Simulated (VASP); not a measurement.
Output of a VASP run:

OUTCAR:
```
 ion  position               nearest neighbor table
   1  0.000  0.263  0.667-   2 2.83   3 2.83   2 3.50   2 3.50   3 3.50   3 3.50
   2  0.737  0.737  0.000-   3 2.83   1 2.83   1 3.50   3 3.50   3 3.50   1 3.50
   3  0.263  0.000  0.333-   2 2.83   1 2.83   2 3.50   2 3.50   1 3.50   1 3.50
  LATTYP: Found a hexagonal cell.
 ALAT       =     4.4599997394
 C/A-ratio  =     1.3295964902
 Subroutine PRICEL returns:
 Original cell was already a primitive cell.
 Subroutine GETGRP returns: Found  6 space group operations
The static configuration has the point symmetry C_2 .
 The point group associated with its full space group is D_3 .
The dynamic configuration has the point symmetry C_2 .
 Subroutine INISYM returns: Found  6 space group operations
 Subroutine IBZKPT returns following result:
 Found     24 irreducible k-points:

 Following reciprocal coordinates:
            Coordinates               Weight
  0.000000  0.000000  0.000000      1.000000
  0.166667  0.000000  0.000000      6.000000
  0.333333 -0.000000  0.000000      6.000000
  0.500000  0.000000  0.000000      3.000000
  0.166667  0.166667  0.000000      6.000000
  0.333333  0.166667  0.000000     12.000000
  0.333333  0.333333  0.000000      2.000000
  0.000000  0.000000  0.250000      2.000000
  0.166667  0.000000  0.250000      6.000000
  0.000000  0.166667  0.250000      6.000000
  0.333333 -0.000000  0.250000      6.000000
 -0.000000  0.333333  0.250000      6.000000
  0.500000  0.000000  0.250000      6.000000
  0.166667  0.166667  0.250000     12.000000
  0.333333  0.166667  0.250000     12.000000
 -0.166667  0.500000  0.250000     12.000000
  0.333333  0.333333  0.250000      4.000000
  0.000000  0.000000  0.500000      1.000000
  0.166667  0.000000  0.500000      6.000000
  0.333333 -0.000000  0.500000      6.000000
  0.500000  0.000000  0.500000      3.000000
  0.166667  0.166667  0.500000      6.000000
  0.333333  0.166667  0.500000     12.000000
  0.333333  0.333333  0.500000      2.000000
   k-points           NKPTS =     24   k-points in BZ     NKDIM =     24   number of bands    NBANDS=     13
   number of dos      NEDOS =    301   number of ions     NIONS =      3
   total plane-waves  NPLWV =  36000
   dimension x,y,z NGX =    30 NGY =   30 NGZ =   40
   dimension x,y,z NGXF=    60 NGYF=   60 NGZF=   80
   ions per type =               3
   PREC   = accura    normal or accurate (medium, high low for compatibility)
   ISTART =      0    job   : 0-new  1-cont  2-samecut
   ICHARG =      2    charge: 1-file 2-atom 10-const
   ISPIN  =      1    spin polarized calculation?
   LNONCOLLINEAR =      F non collinear calculations
   LSORBIT =      F    spin-orbit coupling
   INIWAV =      1    electr: 0-lowe 1-rand  2-diag
   ENCUT  =  400.0 eV  29.40 Ry    5.42 a.u.   7.27  7.27  9.67*2*pi/ulx,y,z
   NELM   =    100;   NELMIN=  2; NELMDL= -5     # of ELM steps
   EDIFF  = 0.1E-05   stopping-criterion for ELM
   LREAL  =      F    real-space projection
   NLSPLINE    = F    spline interpolate recip. space projectors
   LMAXMIX     =    4 max onsite mixed and CHGCAR
   VOSKOWN=      0    Vosko Wilk Nusair interpolation
   EDIFFG = 0.1E-04   stopping-criterion for IOM
   NSW    =      0    number of steps for IOM
   NBLOCK =      1;   KBLOCK =      1    inner block; outer block
   IBRION =     -1    ionic relax: 0-MD 1-quasi-New 2-CG
   NFREE  =      0    steps in history (QN), initial steepest desc. (CG)
   ISIF   =      2    stress and relaxation
   ISYM   =      2    0-nonsym 1-usesym 2-fastsym
   TEIN   =    0.0    initial temperature
   TEBEG  =    0.0;   TEEND  =   0.0 temperature during run
   SMASS  =  -3.00    Nose mass-parameter (am)
   PSTRESS=    0.0 pullay stress
   NELECT =      18.0000    total number of electrons
   EFERMI =   0.00;   METHOD = LEGACY
   ISMEAR =     0;   SIGMA  =   0.05  broadening in eV -4-tet -1-fermi 0-gaus
   IALGO  =     38    algorithm
   LDIAG  =      T    sub-space diagonalisation (order eigenvalues)
   IMIX   =      4    mixing-type and parameters
...
```

**OSZICAR**
```
       N       E                     dE             d eps       ncg     rms          rms(c)
DAV:   1     0.693225429600E+02    0.69323E+02   -0.56411E+03   624   0.892E+02
DAV:   2    -0.469284279025E+01   -0.74015E+02   -0.70551E+02   825   0.148E+02
DAV:   3    -0.933282192201E+01   -0.46400E+01   -0.46099E+01   754   0.415E+01
DAV:   4    -0.941740423623E+01   -0.84582E-01   -0.84562E-01   821   0.682E+00
DAV:   5    -0.941860671613E+01   -0.12025E-02   -0.12025E-02   793   0.722E-01    0.124E+01
DAV:   6    -0.940071187778E+01    0.17895E-01   -0.21282E-02   649   0.993E-01    0.786E+00
DAV:   7    -0.939816145804E+01    0.25504E-02   -0.44953E-02   644   0.148E+00    0.321E-01
DAV:   8    -0.939736658249E+01    0.79488E-03   -0.85429E-03   644   0.596E-01    0.171E-01
DAV:   9    -0.939740397893E+01   -0.37396E-04   -0.24311E-04   829   0.118E-01    0.117E-01
DAV:  10    -0.939745143805E+01   -0.47459E-04   -0.59277E-05   654   0.552E-02    0.224E-02
DAV:  11    -0.939744521165E+01    0.62264E-05   -0.23042E-05   649   0.331E-02    0.171E-02
DAV:  12    -0.939744534017E+01   -0.12852E-06   -0.25677E-06   515   0.105E-02
   1 F= -.93974453E+01 E0= -.93974048E+01  d E =-.810497E-04
```

OUTCAR:
```
------------------------ aborting loop because EDIFF is reached ----------------------------------------
  FORCE on cell =-STRESS in cart. coord.  units (eV):
  Direction    XX          YY          ZZ          XY          YZ          ZX
  --------------------------------------------------------------------------------------
  Total        1.1574135      1.1574133      1.4902091      0.0000000      0.0000000     -0.0000000
  in kB       18.1528199     18.1528171     23.3723718      0.0000000      0.0000000     -0.0000000
  external PRESSURE =      19.8926696 kB  Pullay stress =       0.0000000 kB
  volume of cell :      102.15
      direct lattice vectors                 reciprocal lattice vectors
     2.230000000 -3.862473000  0.000000000     0.224215247 -0.129450743  0.000000000
     2.230000000  3.862473000  0.000000000     0.224215247  0.129450743  0.000000000
     0.000000000  0.000000000  5.930000000     0.000000000  0.000000000  0.168634064
 POSITION                                       TOTAL-FORCE (eV/Angst)
 -----------------------------------------------------------------------------------
      0.58649      1.01583      3.95334         0.159032      0.275452      0.000000
      3.28702      0.00000      0.00000        -0.318064      0.000000     -0.000000
      0.58649     -1.01583      1.97666         0.159032     -0.275452     -0.000000
 -----------------------------------------------------------------------------------
    total drift:                               -0.000180     -0.000394      0.000014
  FREE ENERGIE OF THE ION-ELECTRON SYSTEM (eV)
  ---------------------------------------------------
  free  energy   TOTEN  =        -9.3974453402 eV

  energy  without entropy=       -9.3973642904  energy(sigma->0) =       -9.39740482
```
(Selected blocks of OUTCAR.)

**POSCAR**
```
Te
1
    2.2300000000    -3.8624730000     0.0000000000
    2.2300000000     3.8624730000     0.0000000000
    0.0000000000     0.0000000000     5.9300000000
Te
3
Direct
  0.0000000000   0.2630000000   0.6666670000
  0.7370000000   0.7370000000   0.0000000000
  0.2630000000   0.0000000000   0.3333330000
```

### Question
Write an INCAR and KPOINTS that could have produced this output.

### Answer
Several could match; the one computed here: the input of the run itself, PBE GGA, plane waves, VASP's PBE PAW potentials (set 64).

### KPOINTS
```
kpoints
0
Gamma
  6 6 4
```

INCAR:
```
LWAVE = .False.
ISIF = 2   ! forces and stress, cell fixed
ALGO = Normal
ENCUT = 400
LASPH = .True.   ! aspherical one-centre terms
PREC = Accurate
ISMEAR = 0
LREAL = .False.   ! projection in real space or not
EDIFF = 1E-6   ! SCF stop (eV)
SYSTEM = Te
NELM = 100   ! most electronic steps
LCHARG = .False.
SIGMA = 0.05   ! width (eV)
LMAXMIX = 4   ! l cut-off of mixed one-centre charges
GGA = PE
```

POTCAR, in this order: Te (PBE.64 set). Program: vasp_std.

The compound is Te in the trig structure. The cell was not relaxed at this level.
